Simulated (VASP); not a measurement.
An input for Ansatz (written as the equivalent of a VASP run, and not itself run):

Ansatz 0.2 input:
```yaml
crystal:
  lattice:
    - [1.3776528, -2.3861643, 0.0000000]
    - [1.3776528, 2.3861643, 0.0000000]
    - [0.0000000, 0.0000000, 4.3415267]
  atoms:
    - { symbol: Os, position: [0.3333330, 0.6666670, 0.2500000] }
    - { symbol: Os, position: [0.6666670, 0.3333330, 0.7500000] }
kpoints:
  mp_grid: { grid: [14, 14, 8] }
hamiltonian:
  xc: pbe
  pseudopotentials: { kind: paw }
scf:
  occupations: { method: methfessel_paxton, width: 0.1 }
  max_iter: 100
relax:
  max_steps: 60
  f_tol: 0.01
  cell: {}
output: { forces: true, stress: true, eigenvalues: true }
```

**Question.** Translate this input to VASP (INCAR, KPOINTS, POSCAR, choice of POTCAR).

**Answer.** One answer among several that fit: 
INCAR:
```
! general
SYSTEM  = Os
PREC    = Accurate
ENCUT   = 520   ! plane-wave cut-off (eV)
LREAL   = F   ! projection in real space or not
LASPH   = T   ! aspherical one-centre terms

! electronic loop
EDIFF   = 1E-6
NELM    = 100   ! most electronic steps
ALGO    = Normal
LMAXMIX = 6

! smearing
ISMEAR  = 1   ! Methfessel-Paxton
SIGMA   = 0.1   ! width (eV)

! functional
GGA     = PE   ! PBE

! ions
IBRION  = 2   ! conjugate gradients
NSW     = 60   ! most ionic steps
ISIF    = 3   ! ions, shape and volume
EDIFFG  = -0.01   ! ionic stop

! output
LWAVE   = F
LCHARG  = F
```

File KPOINTS:
```
Automatic mesh
0
Gamma
14 14 8
0 0 0
```

File POSCAR:
```
Os
1
    1.3776528102    -2.3861643002    -0.0000000000
    1.3776528102     2.3861643002    -0.0000000000
   -0.0000000000    -0.0000000000     4.3415267474
Os
2
Direct
  0.3333330000   0.6666670000   0.2500000000
  0.6666670000   0.3333330000   0.7500000000
```

POTCAR, in this order: Os (PBE.64 set). Program: vasp_std.

The two are equivalent in intent, not identical: each code has its own PAW files, so the cut-off isn't converted (ENCUT is set for VASP's; basis.ecutwfc is left out, and Ansatz then takes the one that its files recommend); Ansatz stops its SCF on the density residual and VASP on the energy change (EDIFF).

The compound is Os in the hcp structure. It was relaxed first. The start is the result of an earlier pass.
